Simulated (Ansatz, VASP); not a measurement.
## SnTeS in two plane-wave programs

Wanted: the spread between two codes on one cell, functional and k mesh. The structure shown is the start of the Ansatz relaxation below; VASP solves that cell, so the two are compared at the walk's first step.

Calculated with Ansatz 0.2.0; plane waves, with VASP 6.6.1 beside it; single point at PBE.

## Step 1: The structure

The cell holds 3 atoms: 1 Sn, 1 S and 1 Te. Cell: a = 3.778 Å, b = 3.778 Å, c = 30.000 Å, α = 90.0°, β = 90.0°, γ = 120.0°. Vacuum lies along c.

Structure file:

```cif
data_structure
_symmetry_space_group_name_H-M 'P 1'
_symmetry_Int_Tables_number 1
_cell_length_a 3.7782
_cell_length_b 3.7782
_cell_length_c 30.0000
_cell_angle_alpha 90.000
_cell_angle_beta 90.000
_cell_angle_gamma 120.000
_cell_volume 370.88
loop_
_atom_site_label
_atom_site_type_symbol
_atom_site_fract_x
_atom_site_fract_y
_atom_site_fract_z
_atom_site_occupancy
Sn1 Sn 0.00000 0.00000 0.33784 1
S2 S 0.33333 0.66667 0.38586 1
Te3 Te 0.66667 0.33333 0.27297 1
```

## Step 2: Ansatz: relaxation, PBE

Ansatz runs on its PAW soft_1 files.

The two programs are compared at the cell with which this relaxation starts, whose forces are those of its first step.

input.yaml reads:

```yaml
crystal:
  lattice:
    - [3.7782385046, 0.0, 0.0]
    - [-1.8891192523, 3.2720505265, 0.0]
    - [0.0, 0.0, 30.0]
  atoms:
    - { symbol: Sn, position: [0.0, 0.0, 0.3378436093] }
    - { symbol: S, position: [0.3333333333, 0.6666666667, 0.3858569715] }
    - { symbol: Te, position: [0.6666666667, 0.3333333333, 0.2729660858] }
  periodic: [true, true, false]
kpoints:
  mp_grid: { grid: [12, 12, 1] }
hamiltonian:
  xc: pbe
  pseudopotentials: { kind: paw, azcp: { folder: soft_1 } }
scf:
  occupations: { method: methfessel_paxton, width: 0.2 }
output:
  forces: true
  stress: true
  eigenvalues: true
relax:
  adjacent_minimum: "off"
  f_tol: 0.001
  max_steps: 60
```

The run is started by

```
ansatz run input.yaml --threads 8 --pin off --max-ram 16384MiB --backend cpu --events-out ev --progress --plain --runs-dir out
```

Numbers of over 12 decimals in the logs are rounded to 6 here.

Output:

```text
Warning: output.stress: scf.convergence.dr2_threshold = 1e-9 eV (the default of a walk held to its f_tol) is looser than the 3e-10 eV advised for a printed stress (1e-10 eV for each atom of the cell: 3). What an SCF threshold leaves in a stress goes as its square root, and in the free energy as the threshold itself, and one threshold admits the most on a small cell: [figures from the program's tests cut] Every solve  [...]
Engine: ansatz 0.2.0, aarch64-unknown-linux-gnu
Pseudopotentials: kind: paw
Pseudopotential: Sn, paw, valence charge 14, recommended cutoff 420 eV (normal), soft_1/Sn.paw.azcp
Pseudopotential: S, paw, valence charge 6, recommended cutoff 420 eV (normal), soft_1/S.paw.azcp
Pseudopotential: Te, paw, valence charge 16, recommended cutoff 420 eV (normal), soft_1/Te.paw.azcp
Functional definition: PBE
  parameter kappa = 0.804
  parameter beta = 0.066725
  exchange = pbe_x(kappa = kappa, mu = beta*pi^2/3)
  correlation = pbe_c(beta = beta)
Crystal: 3 atoms, lattice volume = 370.878 Å³
Basis set: ecut = 420 eV, 7265 PW (Γ), exchange–correlation on 54×54×432 points (8 copies of the dense FFT grid, shifted against one another)
Bands: 22, of which v1, the nominal top of the filled ones, is band 18 counted from 1 (17 counted from 0)
Symmetry: 6 space group operations
Space group: P3m1 (ITA 156), of the structure as read, at distance tolerance 7.2e-5 Å
k-points: 19 of 144 (time reversal used)
Non-local potential: Sn, projectors of the file, l = 0: 2, l = 1: 2, l = 2: 2, l = 3: 1
Non-local potential: S, projectors of the file, l = 0: 2, l = 1: 2, l = 2: 1
Non-local potential: Te, projectors of the file, l = 0: 2, l = 1: 2, l = 2: 2, l = 3: 1
PAW form: soft (Blöchl's): semilocal exchange-correlation on the pseudo side does not see the compensation charge
PAW one-centre angular grid: Sn, 590 points (default); XC on 64 Gauss nodes
PAW one-centre angular grid: S, 110 points (default); XC on 64 Gauss nodes
PAW one-centre angular grid: Te, 590 points (default); XC on 64 Gauss nodes
Initial density: superposition of atomic densities (neutral atoms: chi_scale 0, normalization atom)
Initial wavefunctions: pseudopotential atomic-orbital guess
Functional: x = pbe(κ = 0.804, μ = 0.219515), c = pbe(β = 0.066725)
SCF iter   1: F=—  HF=-13907.103881 eV  |F-HF|=—  |Δ(HF+E_count)|=         —  Δρ=1.38e-2  dr2=1.54e0  ethr=3.10e-3  ⟨swp⟩=14.6  Hψ=3451  notcnv=0
preconditioner: auto → LDOS  [metal: Δε(μ)=0.049 eV  Ē_g=8.992 eV  σ=0.200 eV  W_gap=0.20  n_scr=16 (ndim 8)  ℏωp=7.7 eV  f_vac=0.750  D(μ)=1.23/eV (n_scr^D=6)  β→1.0]
SCF iter   2: F=—  HF=-13906.890673 eV  |F-HF|=—  |Δ(HF+E_count)|=   2.13e-1  S|Δr|=    0.00e0  Δρ=7.80e-3  dr2=6.68e-1  ethr=3.10e-3  ⟨swp⟩=5.0  Hψ=1135  notcnv=0
SCF iter   3: F=—  HF=-13906.794885 eV  |F-HF|=—  |Δ(HF+E_count)|=   9.58e-2  S|Δr|=    0.00e0  Δρ=1.50e-3  dr2=1.89e-2  ethr=1.85e-3  ⟨swp⟩=3.2  Hψ=828  notcnv=0
SCF iter   4: F=—  HF=-13906.791894 eV  |F-HF|=—  |Δ(HF+E_count)|=   2.99e-3  S|Δr|=    0.00e0  Δρ=3.62e-4  dr2=1.50e-3  ethr=5.26e-5  ⟨swp⟩=3.0  Hψ=871  notcnv=0
SCF iter   5: F=—  HF=-13906.791879 eV  |F-HF|=—  |Δ(HF+E_count)|=   1.59e-5  S|Δr|=    0.00e0  Δρ=1.27e-4  dr2=9.34e-5  ethr=4.17e-6  ⟨swp⟩=3.6  Hψ=835  notcnv=0
SCF iter   6: F=—  HF=-13906.791934 eV  |F-HF|=—  |Δ(HF+E_count)|=   5.55e-5  S|Δr|=    0.00e0  Δρ=3.39e-5  dr2=1.10e-5  ethr=2.59e-7  ⟨swp⟩=3.3  Hψ=881  notcnv=0
SCF iter   7: F=—  HF=-13906.791939 eV  |F-HF|=—  |Δ(HF+E_count)|=   4.75e-6  S|Δr|=    0.00e0  Δρ=6.69e-6  dr2=1.69e-7  ethr=3.07e-8  ⟨swp⟩=3.0  Hψ=751  notcnv=0
SCF iter   8: F=-13906.791939 eV  HF=-13906.791939 eV  |F-HF|=6.12e-8  |Δ(HF+E_count)|=   2.88e-7  S|Δr|=    0.00e0  Δρ=1.61e-6  dr2=1.14e-8  ethr=2.78e-10  ⟨swp⟩=14.1  Hψ=2860  notcnv=0
SCF 1 converged in 8 iterations: F = -13906.791939 eV  dr2 = 1.14e-8
  greatest PAW one-centre occupation: 0.998 electrons in one spin orbital (limit 2), on the Te atom at site 2 (counted from 0), in its partial waves of l = 2
relax step   1: F+E_penalty+E_count = -13906.79193913 eV  Δ(F+E_penalty+E_count) = +0.000e0 eV  max|allowed force component| = 1.365e-1 eV/Å  Δτ_max = 0.0000 Å  (8 SCF iters, dr2 threshold 1.00e-7 eV, accepted)
[...]
relax step   2: F+E_penalty+E_count = -13906.79219722 eV  Δ(F+E_penalty+E_count) = -2.581e-4 eV  max|allowed force component| = 1.704e-1 eV/Å  Δτ_max = 0.0351 Å  (5 SCF iters, dr2 threshold 1.16e-6 eV, accepted)
[...]
relax step   3: F+E_penalty+E_count = -13906.79426327 eV  Δ(F+E_penalty+E_count) = -2.066e-3 eV  max|allowed force component| = 1.213e-2 eV/Å  Δτ_max = 0.0165 Å  (4 SCF iters, dr2 threshold 1.82e-6 eV, accepted)
[...]
relax step   4: F+E_penalty+E_count = -13906.79426996 eV  Δ(F+E_penalty+E_count) = -6.692e-6 eV  max|allowed force component| = 2.235e-3 eV/Å  Δτ_max = 0.0006 Å  (4 SCF iters, dr2 threshold 9.20e-9 eV, accepted)
[...]
relax step   5: F+E_penalty+E_count = -13906.79427024 eV  Δ(F+E_penalty+E_count) = -2.811e-7 eV  max|allowed force component| = 9.244e-5 eV/Å  Δτ_max = 0.0002 Å  (4 SCF iters, accepted)
SCF converged after 4 iterations
Stability not checked: this state was not tested for a lower state beside it, because cold or Methfessel-Paxton smearing, or corrected tetrahedra, fill the levels in a way that the test cannot read (fill_not_monotonic; see scf.lower_state_search)
Free energy (F): -13906.794270 eV
Harris-Foulkes:  -13906.794270 eV  (|F-HF|=1.47e-9)
Internal energy: -13906.795934 eV  (E = F + TS)
E sigma→0 (E₀):  -13906.794686 eV
Entropy (-TS):   0.001664 eV (0.555 meV/atom)
Fermi energy:    -4.949653 eV
--- Per-component energies (eV) ---
  E_band       = -853.717313
  E_kinetic    = 444.968128
  E_local      = -58694.760081  (includes V_loc(G=0)·N_el)
  E_nonlocal   = 245.429773
  E_hartree    = 29072.262490
  E_xc         = -336.021144
  E_vxc        = -263.317887  (∫ρ·V_xc dr)
  E_paw        = -9650.275660  (= ΣΔE_a)
  E_vpaw       = -730.563543  (= ΣTr[D̂ρ^β])
  E_aug_tail   = 0.000388  (compensation charges beyond the density's cutoff)
  E_ewald      = 25011.600172
  E_smearing   = 0.001664  (= −TS)
  E_closure    = -0.000000  (closes the sum)
  Σ components = -13906.794270   (vs F -13906.794270, Δ=0.00e0)
--- Forces (eV/Å), atoms counted from 1 ---
  atom   1  Sn     0.00000000     0.00000000     0.00009337
  atom   2  S      0.00000000     0.00000000    -0.00008257
  atom   3  Te     0.00000000    -0.00000000    -0.00000802
  max |Σ_I F_I| component: 2.77e-6 eV/Å
--- 2D stress c σ (N/m, compression-positive) ---
        2.079018       0.000000       0.000000
       -0.000000       2.079018       0.000000
        0.000000       0.000000       0.000000
  P = ½ c Tr σ = 2.0790 N/m
--- Band table (eV; the first three rows and the last of 19) ---
  k-point 0: bands = [... 14 lower, -6.8834, -6.8834, -4.5014, -4.5014, -4.3953, -1.8675, -1.1626, -1.1626]
  k-point 1: bands = [... 14 lower, -7.3004, -6.9846, -5.2026, -4.6137, -4.0349, -1.6484 (-1.6484°), -1.3006, -1.0089]
  k-point 2: bands = [... 14 lower, -7.2622, -7.2413, -6.3516, -4.8799, -3.7657, -1.9629 (-1.9629°), -0.8025, -0.6858]
  k-point 18: bands = [... 14 lower, -9.2173, -9.1759, -7.1411, -6.6014, -4.6274, -1.4826, -0.9862, -0.0216]
  ° read free of the cell's end (the report's vacuum.weakly_bound_levels)
--- Relaxed structure (5 steps of the walk, 5 accepted, 0 SCFs on fresh bases) ---
  F+E_penalty+E_count = -13906.79427024 eV   max|allowed force component| = 9.244e-5 eV/Å
  cell:  # Å, volume = 370.8776 Å³
    - [3.778239, 0.0, 0.0]
    - [-1.889119, 3.272051, 0.0]
    - [0.0, 0.0, 30.0]
  atoms:
    - { symbol: Sn, position: [1.7445235678864477e-19, 0, 0.338015] }
    - { symbol: S, position: [0.333333, 0.666667, 0.386373] }
    - { symbol: Te, position: [0.666667, 0.333333, 0.272279] }
```

Reading the cycles: dr2 is the Hartree energy of the density residual (eV), the measure of convergence; HF is the Harris–Foulkes estimate of the energy, which meets the free energy F at convergence.

## Step 3: VASP: single point, PBE, start cell, pair 1

The same cell, functional, mesh and smearing now go to VASP, with its own data sets.

Lines of VASP's logs that name or quote its potential files are left out, and so is its time.

INCAR reads:

```
SYSTEM = SnTeS
PREC = Accurate
ENCUT = 400
EDIFF = 1E-06
NELM = 120
ISMEAR = 1
SIGMA = 0.2
LREAL = .FALSE.
ALGO = Normal
GGA = PE
NBANDS = 19
LORBIT = 11
LWAVE = .FALSE.
LCHARG = .FALSE.
ISIF = 2
LDIPOL = .TRUE.
IDIPOL = 3
DIPOL = 0.5 0.5 0.332
LVHAR = .TRUE.
LASPH = .TRUE.
GGA_COMPAT = .FALSE.
NELMDL = -8
KPAR = 2
```

POSCAR reads:

```
SnTeS
1.0
    3.7782385046      0.0000000000      0.0000000000
   -1.8891192523      3.2720505265      0.0000000000
    0.0000000000      0.0000000000     30.0000000000
Sn S Te
1 1 1
Direct
    0.0000000000      0.0000000000      0.3378436000
    0.3333333333      0.6666666667      0.3858569667
    0.6666666667      0.3333333333      0.2729661000
```

KPOINTS reads:

```
Automatic mesh
0
Gamma
12 12 1
0 0 0
```

The projector-augmented-wave data sets are Sn_d, S and Te (PBE family, release 64).

The run is started by

```
mpirun -np 2 vasp_std
```

Output:

```text
[banner, memory and clock lines left out]
running    2 mpi-ranks, on    1 nodes
 distrk:  each k-point on    1 cores,    2 groups
 distr:  one band on    1 cores,    1 groups

 POSCAR found type information on POSCAR SnS Te
 POSCAR found :  3 types and       3 ions
 LDA part: xc-table for (Slater+PW92), standard interpolation
 POSCAR, INCAR and KPOINTS ok, starting setup
 FFT: planning ... GRIDC
 FFT: planning ... GRID_SOFT
 FFT: planning ... GRID
 WAVECAR not read
 entering main loop
       N       E                     dE             d eps       ncg     rms          rms(c)
DAV:   1     0.161202699762E+03    0.16120E+03   -0.93720E+03   874   0.841E+02
DAV:   2     0.644312907636E+01   -0.15476E+03   -0.15120E+03   952   0.209E+02
DAV:   3    -0.112767550021E+02   -0.17720E+02   -0.17635E+02   946   0.818E+01
DAV:   4    -0.117859059712E+02   -0.50915E+00   -0.50850E+00  1053   0.166E+01
DAV:   5    -0.117974048089E+02   -0.11499E-01   -0.11498E-01  1095   0.222E+00
DAV:   6    -0.117975232438E+02   -0.11843E-03   -0.11843E-03  1045   0.207E-01
DAV:   7    -0.117975283865E+02   -0.51427E-05   -0.51427E-05  1109   0.389E-02
DAV:   8    -0.117975284579E+02   -0.71427E-07   -0.71515E-07   914   0.487E-03    0.794E+00
DAV:   9    -0.115090547131E+02    0.28847E+00   -0.13935E+00  1019   0.797E+00    0.512E+00
DAV:  10    -0.115380277301E+02   -0.28973E-01   -0.11784E+00   905   0.538E+00    0.181E+00
DAV:  11    -0.114872314287E+02    0.50796E-01   -0.57493E-01   841   0.312E+00    0.502E-01
DAV:  12    -0.114842890674E+02    0.29424E-02   -0.31180E-02   942   0.117E+00    0.405E-01
DAV:  13    -0.114843821174E+02   -0.93050E-04   -0.58003E-03   977   0.374E-01    0.269E-01
DAV:  14    -0.114842714055E+02    0.11071E-03   -0.34298E-03   988   0.276E-01    0.149E-01
[...]
DAV:  20    -0.114843510599E+02   -0.76517E-04   -0.11547E-05   755   0.111E-02    0.639E-03
DAV:  21    -0.114843688916E+02   -0.17832E-04   -0.10828E-06   785   0.592E-03    0.518E-03
DAV:  22    -0.114843921223E+02   -0.23231E-04   -0.86247E-07   694   0.377E-03    0.312E-03
DAV:  23    -0.114843949814E+02   -0.28591E-05   -0.29953E-07   830   0.189E-03    0.311E-03
DAV:  24    -0.114844024164E+02   -0.74350E-05   -0.21452E-07   739   0.258E-03    0.835E-04
DAV:  25    -0.114844051780E+02   -0.27616E-05   -0.49926E-08   807   0.870E-04    0.173E-03
DAV:  26    -0.114844067650E+02   -0.15870E-05   -0.11223E-08   708   0.492E-04    0.606E-04
DAV:  27    -0.114844076107E+02   -0.84567E-06   -0.15636E-08   742   0.368E-04
   1 F= -.11484408E+02 E0= -.11484203E+02  d E =-.613513E-03
```

Parts of OUTCAR (step 3):

```text
ion  position               nearest neighbor table
   1  0.000  0.000  0.338-   2 2.61   2 2.61   2 2.61   3 2.92   3 2.92   3 2.92
   2  0.333  0.667  0.386-   1 2.61   1 2.61   1 2.61
   3  0.667  0.333  0.273-   1 2.92   1 2.92   1 2.92

  LATTYP: Found a hexagonal cell.
 ALAT       =     3.7782385046
 C/A-ratio  =     7.9402081058

 Subroutine GETGRP returns: Found  6 space group operations
 (whereof  6 operations were pure point group operations)

The static configuration has the point symmetry C_3v.

 Found     19 irreducible k-points:

   k-points           NKPTS =     19   k-points in BZ     NKDIM =     19   number of bands    NBANDS=     19

   dimension x,y,z NGX =    28 NGY =   28 NGZ =  196
   dimension x,y,z NGXF=    56 NGYF=   56 NGZF=  392

   ENCUT  =  400.0 eV  29.40 Ry    5.42 a.u.   6.16  6.16 48.92*2*pi/ulx,y,z

   NELECT =      26.0000    total number of electrons

 k-points in reciprocal lattice and weights: Automatic mesh
   0.00000000  0.00000000  0.00000000       0.007
   0.08333333  0.00000000  0.00000000       0.042
   0.16666667  0.00000000  0.00000000       0.042
   0.25000000  0.00000000  0.00000000       0.042
   0.33333333 -0.00000000  0.00000000       0.042
   0.41666667  0.00000000  0.00000000       0.042
   0.50000000  0.00000000  0.00000000       0.021
   0.08333333  0.08333333  0.00000000       0.042
   0.16666667  0.08333333  0.00000000       0.083
[...]
0.33333333  0.25000000  0.00000000       0.083
   0.33333333  0.33333333  0.00000000       0.014

 dipolmoment           0.000000      0.000000      0.046786 electrons x Angstroem

 average (electrostatic) potential at core
       1-110.0695       2 -94.3411       3 -96.8293

 E-fermi :  -2.5153

 k-point     1 :       0.0000    0.0000    0.0000
  band No.  band energies     occupation
    ...
      7     -14.6216      2.00000
      8      -9.0780      2.00000
      9      -4.9360      2.00000
     10      -4.4779      2.00000
     11      -4.4779      2.00000
     12      -2.1042     -0.01332
     13      -2.1042     -0.01332
     14      -1.9312     -0.00029
     15       0.5753     -0.00000
     16       1.2600     -0.00000
    ...

 k-point     2 :       0.0833    0.0000    0.0000
  band No.  band energies     occupation
    ...
      8      -9.0669      2.00000
      9      -4.9469      2.00000
     10      -4.8710      2.00000
     11      -4.5811      2.00000
     12      -2.8029      2.06060
     13      -2.2145     -0.05496
     14      -1.5706     -0.00000
     15       0.7872     -0.00000
     16       1.1503     -0.00000
     17       1.4197     -0.00000
    ...

 k-point     3 :       0.1667    0.0000    0.0000
  band No.  band energies     occupation
    ...
      9      -5.7892      2.00000
     10      -4.8427      2.00000
     11      -4.8004      2.00000
     12      -3.9511      2.00000
     13      -2.4763      0.67674
     14      -1.2951     -0.00000
     15       0.4846     -0.00000
     16       1.6610      0.00000
     17       1.7596      0.00000
     18       2.3120      0.00000
    ...

  Total        1.8005693      1.8005693      0.4227661      0.0000000      0.0000000      0.0000000
  in kB        7.7783914      7.7783914      1.8263337      0.0000000      0.0000000      0.0000000
  external PRESSURE =       5.7943722 kB  Pullay stress =       0.0000000 kB

  energy-cutoff  :      400.00
  volume of cell :      370.88
      direct lattice vectors                 reciprocal lattice vectors
     3.778238505  0.000000000  0.000000000     0.264673604  0.152809376  0.000000000
    -1.889119252  3.272050527  0.000000000     0.000000000  0.305618752  0.000000000
     0.000000000  0.000000000 30.000000000     0.000000000  0.000000000  0.033333333

 POSITION                                       TOTAL-FORCE (eV/Angst)
 -----------------------------------------------------------------------------------
      0.00000      0.00000     10.13531        -0.000000     -0.000000      0.029564
     -0.00000      2.18137     11.57571        -0.000000      0.000000      0.114909
      1.88912      1.09068      8.18898         0.000000     -0.000000     -0.144473
 -----------------------------------------------------------------------------------
    total drift:                               -0.000000     -0.000000     -0.001085

  FREE ENERGIE OF THE ION-ELECTRON SYSTEM (eV)
  ---------------------------------------------------
  free  energy   TOTEN  =       -11.4844076107 eV

  energy  without entropy=      -11.4837940973  energy(sigma->0) =      -11.48420311

 vacuum level on the upper side and lower side of the slab         2.777         2.092

 total charge
# of ion       s       p       d       tot
------------------------------------------
    1        1.110   0.987  10.088  12.184
    2        1.366   2.304   0.000   3.670
    3        1.405   1.943   0.032   3.380
--------------------------------------------------
tot          3.880   5.235  10.120  19.234

[... 3 further parts left out ...]
```

The run ends at a pressure of 0.58 GPa, with forces up to 0.14 eV/Å.

## Step 4: Differences

Known differences besides the potentials themselves: Ansatz cuts the interaction across the vacuum, VASP repeats the sheet with a dipole correction; the data sets hold 36 valence electrons in Ansatz (on its PAW soft_1 files) and 26 in VASP; the cutoff is 420 eV in Ansatz and 400 eV in VASP. Total energies have different zeros and are not compared.

Forces (eV/Å; atoms numbered as in POSCAR):

```csv
atom,"Ansatz x, y, z","VASP x, y, z"
Sn1,"0.000, 0.000, 0.023","0.000, 0.000, 0.030"
S2,"0.000, 0.000, 0.114","0.000, 0.000, 0.115"
Te3,"0.000, 0.000, -0.136","0.000, 0.000, -0.144"
```

The forces differ by 3.5 meV/Å r.m.s., which is 5.6 % of the r.m.s. force of 0.062 eV/Å (both taken over all components). With vacuum in the cell, a pressure given here is an average over mostly empty space and none of the material.

## Step 5: Ansatz: relaxation, PBE

The two programs are compared at the cell with which this relaxation starts, whose forces are those of its first step.

The structure compared here is the start of the Ansatz relaxation; VASP solves that cell, so the two are compared at the walk's first step.

input.yaml, the sections that differ from step 2:

```yaml
crystal:
  lattice:
    - [3.817189417, 0.0, 0.0]
    - [-1.9085947085, 3.3057830062, 0.0]
    - [0.0, 0.0, 30.0]
  atoms:
    - { symbol: Sn, position: [0.0, 0.0, 0.3376637563] }
    - { symbol: S, position: [0.3333333333, 0.6666666667, 0.3853495434] }
    - { symbol: Te, position: [0.6666666667, 0.3333333333, 0.2736533669] }
  periodic: [true, true, false]
# kpoints, hamiltonian, scf, output, relax: as in step 2
```

The run is started by

```
ansatz run input.yaml --threads 8 --pin off --max-ram 16384MiB --backend cpu --events-out ev --progress --plain --runs-dir out
```

Output:

```text
[...]
Crystal: 3 atoms, lattice volume = 378.564 Å³
Basis set: ecut = 420 eV, 7397 PW (Γ), exchange–correlation on 54×54×432 points (8 copies of the dense FFT grid, shifted against one another)
Bands: 22, of which v1, the nominal top of the filled ones, is band 18 counted from 1 (17 counted from 0)
Symmetry: 6 space group operations
[...]
--- Relaxed structure (5 steps of the walk, 5 accepted, 0 SCFs on fresh bases) ---
  F+E_penalty+E_count = -13906.82133188 eV   max|allowed force component| = 7.720e-5 eV/Å
  cell:  # Å, volume = 378.5640 Å³
    - [3.817189, 0.0, 0.0]
    - [-1.908595, 3.305783, 0.0]
    - [0.0, 0.0, 30.0]
  atoms:
    - { symbol: Sn, position: [0, 0, 0.337844] }
    - { symbol: S, position: [0.333333, 0.666667, 0.385857] }
    - { symbol: Te, position: [0.666667, 0.333333, 0.272966] }
[key lines of the parts left out:]
SCF converged after 4 iterations
Free energy (F): -13906.821332 eV
Fermi energy:    -5.039679 eV
P = ½ c Tr σ = 1.3198 N/m
```

(Continued in part 2 of 2.)

[Lines on the potential files, build, host, timing and source positions are cut from VASP's logs without a mark.]

[Logs are printed without paths, hosts, clocks, repeated set-up lines and the standing remarks that a program may print on its own settings, such as how far it seeks lower states.]

[Hosts, paths, dates, database ids (printed as entryN), source tags and the programs' standing remarks are cut or masked in the printed files.]
